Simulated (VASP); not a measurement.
Input:

```
CELL_PARAMETERS angstrom
      0.00000     1.81427     1.81427
      1.81427     0.00000     1.81427
      1.81427     1.81427     0.00000
ATOMIC_POSITIONS crystal
  C  0.00000 0.00000 0.00000
  C  0.25000 0.25000 0.25000
```

All values below come from PBE GGA with D3 dispersion (Becke-Johnson damping), VASP's PBE PAW potentials (set 64) (plane waves; VASP 6.6.1). Settings: 520 eV cut-off, 13×13×13 Γ-centred mesh, Gaussian smearing of 0.050 eV, potentials C.

Predict the energy per atom (σ→0), pressure.

| Quantity | Result |
|---|---|
| energy per atom (σ→0) | -9.259 eV/atom |
| pressure | -23.16 GPa |

Total energies compare only between runs with the same potentials, cut-off and functional.

The compound is C in the diamond structure. This cell is one point of a volume scan, at 1.06 of the reference volume.
